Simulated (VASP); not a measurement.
Mg3CdSe2O2:

```
Mg Cd Se O
1.0
     3.88885    0.00000    0.00000
     0.00000    3.88885    0.00000
     0.00000    0.00000    9.80995
Mg Cd Se O
3 1 2 2
Direct
  0.00000 0.00000 0.50000
  0.50000 0.50000 0.34802
  0.50000 0.50000 0.65198
  0.00000 0.00000 0.00000
  0.50000 0.00000 0.18066
  0.00000 0.50000 0.81934
  0.50000 0.00000 0.56186
  0.00000 0.50000 0.43814
```

The cell was built by a generator and needn't be a form met in nature.

Base run:

* Program: VASP 6.6.1
* Functional: PBE
* Potentials or basis: VASP PAW PBE potentials, release 64 (Mg, Cd, Se, O)
* Cutoff: 520 eV
* k mesh: 6 × 6 × 2
* Occupations: gaussian, width 0.02 eV
* Spin: no spin polarisation

Its results: band gap on the k mesh 1.09 eV, indirect (least direct gap 1.17 eV); pressure 0.0 GPa.

Task: The run is repeated on the same cell with these changes: functional from PBE to HSE06; further incar settings from ALGO = Fast; EDIFF = 1e-06; NBANDS = 31 to ALGO = Normal; EDIFF = 1e-05; NBANDS = 31. What comes out?

Result: Band gap on the k mesh 2.08 eV, indirect (least direct gap 2.17 eV); pressure -2.2 GPa.

Caveats: the PAW data sets were made with another functional, which shifts forces and pressure a little (some runs).

A k mesh can miss the band edges.

Not every run made on this cell is shown here.
